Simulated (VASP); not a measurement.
Given:

```
CaEuS2
1.0
    2.01922     1.16580     6.58472
   -2.01922     1.16580     6.58472
    0.00000    -2.33160     6.58472
Ca Eu S
1 1 2
Cartesian
  0.00000   0.00000   0.00000
  0.00000   0.00000   9.87709
  0.00000   0.00000  14.78293
  0.00000   0.00000   4.97124
```

The numbers are results of PBEsol GGA, VASP's PBE PAW potentials (set 64) (plane waves; VASP), not measurements. Run with 400 eV cut-off, Gaussian smearing of 0.050 eV, potentials Ca_sv Eu_2 S.

The 4f electrons are frozen in the core of the lanthanide potential, so 4f levels, which can set the real gap, and their magnetism are missing.

Question: Give the energies of bands 10 to 18 at the high-symmetry points, in eV from the valence-band maximum.

Answer: 
```csv
band,Γ,T,H2,L,S0,F
10,-3.18,-1.89,-2.33,-2.52,-2.37,-3.19
11,-1.39,-1.87,-2.25,-2.22,-2.20,-1.88
12,-1.39,-0.91,-1.68,-1.70,-1.64,-1.39
13,-0.02,-0.91,-1.60,-1.24,-1.61,-1.38
14,-0.02,-0.74,-1.18,-1.12,-1.25,-0.65
15,0.00,-0.74,-1.02,-0.85,-1.03,-0.64
16,4.00,4.10,4.14,3.46,4.07,1.93
17,4.01,4.25,4.24,3.70,4.85,5.41
18,4.02,4.94,5.71,6.34,5.05,5.90
```

The gap is indirect, 1.93 eV, from the valence maximum at Γ to the conduction minimum at F.

The structure comes from a computed database's CaEuS2 entry (R-3m); how it stands against other phases isn't given here. It was relaxed first, which changed the volume by -5 %.
